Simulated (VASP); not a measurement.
Set up this calculation in VASP 6.6.1, as the native input.

- Task: relaxation of the atoms
- Functional: PBE
- Dispersion: D3(BJ)
- Potentials or basis: VASP PAW PBE potentials, release 64 (N)
- Cutoff: 400 eV
- k mesh: 1 × 1 × 1
- Occupations: gaussian, width 0.01 eV
- Spin: no spin polarisation
- Atoms held fixed (from 0): [0]
- Further INCAR settings: ALGO = Normal; EDIFF = 1e-06; ISYM = 0; IBRION = 2; EDIFFG = -0.03; NSW = 120

The structure of N2 lies in POSCAR:

```
N
1.0
   11.4414717937      0.0000000000      0.0000000000
    0.0000000000     11.9414717937      0.0000000000
    0.0000000000      0.0000000000     12.4414717937
N
2
Selective dynamics
Direct
    0.5214622657      0.5159199176      0.4621639703  F F F
    0.4785377343      0.4924542595      0.5378360297  T T T
```

One way to write it, as run:

INCAR

```
PREC = Accurate
ENCUT = 400
EDIFF = 1E-6
ISMEAR = 0
SIGMA = 0.01
LREAL = F
LASPH = T
NELM = 100
ALGO = Normal
ISIF = 2
LWAVE = F
LCHARG = F
GGA = PE
IVDW = 12
IBRION = 2
NSW = 120
EDIFFG = -0.03
ISYM = 0
```

KPOINTS

```
Automatic mesh
0
Gamma
  1 1 1
```

Potentials or basis: VASP PAW PBE potentials, release 64 (N).

Launch:

```sh
$ cat potpaw_PBE.64/N/POTCAR > POTCAR
$ mpirun -np 4 vasp_gam > vasp.out
```

It gave:

```yaml
Energy_gained_by_relaxing: 14.1 meV/atom
Ionic_steps: 4
Gap_between_the_frontier_levels: 8.02 eV
Dispersion_energy_per_atom: -0.006 eV
```

Caveat: the standard files for N, O and F lose accuracy on very short bonds.

Run time: 57 s on 4 MPI ranks on Intel(R) Xeon(R) Platinum 8488C (Sapphire Rapids) (shared host), peak memory 0.37 GiB a rank.
